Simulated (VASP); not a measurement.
Method: PBEsol GGA, VASP's PBE PAW potentials (set 64) (plane waves; VASP).

VASP ran on this input.

POSCAR:
```
Sn6C2
1
    6.0845478557     0.2582231881     0.2582231881
    0.2582231881     6.0845478557     0.2582231881
    0.2582231881     0.2582231881     6.0845478557
Sn C
6 2
Direct
  0.0410457141   0.9779129507   0.9779129507
  0.2089542859   0.2720870493   0.2720870493
  0.4779129507   0.5410457141   0.9779129507
  0.7720870493   0.7089542859   0.2720870493
  0.4779129507   0.9779129507   0.5410457141
  0.7720870493   0.2720870493   0.7089542859
  0.9420288359   0.4420288359   0.4420288359
  0.3079711641   0.8079711641   0.8079711641
```

KPOINTS:
```
Regular mesh
0
gamma
 5 5 5
```

**INCAR**
```
ALGO=Normal
EDIFF=1E-6
EDIFFG=-0.02
ENCUT=520
GGA=PS
IBRION=2
ISIF=3
ISMEAR=1
LASPH=.True.
LCHARG=.False.
LMAXMIX=4
LREAL=.False.
LWAVE=.False.
NELM=100
NSW=60
PREC=Accurate
SIGMA=0.1
SYSTEM=Sn6C2
```

POTCAR, in this order: Sn_d C (PBE.64 set). Program: vasp_std.

Question: What will the output report for the number of irreducible k-points (NKPTS), number of bands (NBANDS), largest plane-wave count, number of space-group operations, FFT grid (NGX, NGY, NGZ)?

Answer: 
```json
{
  "number of irreducible k-points (NKPTS)": "19",
  "number of bands (NBANDS)": "55",
  "largest_plane_wave_count": "6081",
  "number_of_space_group_operations": "12",
  "FFT grid (NGX, NGY, NGZ)": "48 × 48 × 48"
}
```

The structure was generated: Sn6C2 was put into an ordered model structure (R-3m), which need not be its known phase. This run relaxes it. Symmetry was kept, so distortions that lower it aren't found. The start is the result of an earlier pass.
